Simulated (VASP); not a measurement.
**Ge: transverse stress against strain**

Ge (diamond, Fd-3m, 22.123 Å³/atom and stress up to 0.22 GPa in the relaxed cell, cube axes along x, y and z) under an equal strain ε along x and y, with z held. LDA in VASP (plane waves, PAW), 480 eV, 10×10×10 Γ-centred mesh, Gaussian smearing 0.05 eV; ions are relaxed, or left where forces stay under 0.02 eV/Å, within the symmetry of each cell. Stress is positive for a compressed cell.

Here s stands for strain and y for stress zz.

| strain (%) | stress zz (GPa) |
|---|---|
| -3.00 | ? |
| -1.50 | 1.82 |
| -1.00 | 1.25 |
| -0.50 | 0.71 |
| 0.00 | 0.22 |
| 0.50 | -0.23 |
| 1.00 | -0.68 |
| 1.50 | -1.10 |

The 7 complete rows are fitted with a straight line, y against s. Means: s 0, y 0.284. About the means, the sum of products is -6.7800 and the sum of squares of s is 7.0000; the slope is their ratio. Least squares gives y = 0.284 - 0.9686·s. Residuals (row less fit): 0.083, -0.003, -0.058, -0.064, -0.030, 0.005, 0.069; standard error 0.063 (degrees of freedom: 5). The slope gives the elastic constant 2C12 = 97 ± 2 GPa (± standard error of the fit, which holds the terms cut off).

Question: Predict the withheld y at s = -3.00 from the fit, and compare with the calculation.

Answer: y = 0.284 - 0.9686 × (-3.0) = 3.190 GPa. The calculation gives 3.73 GPa, 0.540 GPa above the prediction (11.2 % of the range of y in the table). The row lies outside the fitted rows, so this is an extrapolation. From the scatter of the fitted rows alone, a prediction at this place has a standard error of 0.099 GPa, so the miss is 5.5 times that.

A polynomial of degree 2 through the 12 other runs of the series gives 3.69 there, so most of the miss is curvature that the fit leaves out. This level leaves no gap over 0.05 eV at strain 0.50 %. Rows are the converged runs of the series near zero and its far end; series whose fitted rows scatter by over a few per cent of the range, as at a crossing or softening among them, aren't shown in this form, nor equations of state whose B0' disagrees with the runs' pressures. Most that stay on the fit to the last digits aren't either.
